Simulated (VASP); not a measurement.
Consider the following.

```yaml
crystal:
  lattice:
    - [2.19043, -3.79394, 0.00000]
    - [2.19043, 3.79394, 0.00000]
    - [0.00000, 0.00000, 7.14107]
  atoms:
    - { symbol: Cd, position: [0.66667, 0.33333, 0.50004] }
    - { symbol: Cd, position: [0.33333, 0.66667, 0.00004] }
    - { symbol: Se, position: [0.66667, 0.33333, 0.87596] }
    - { symbol: Se, position: [0.33333, 0.66667, 0.37596] }
```

Level of theory: PBE GGA with spin-orbit coupling, VASP's PBE PAW potentials (set 64) (plane waves; VASP). Run with 350 eV cut-off, 4×4×4 Γ-centred mesh, Gaussian smearing of 0.050 eV, potentials Cd Se.

Q: What does the run give for the energy per atom (σ→0)?

A: 
| Quantity | Value |
|---|---|
| energy per atom (σ→0) | -2.760 eV/atom |

The absolute energy has meaning only against runs of the same code, potentials and settings.

The compound is CdSe in the wurtzite structure. It was relaxed first, which changed the volume by +6 %.
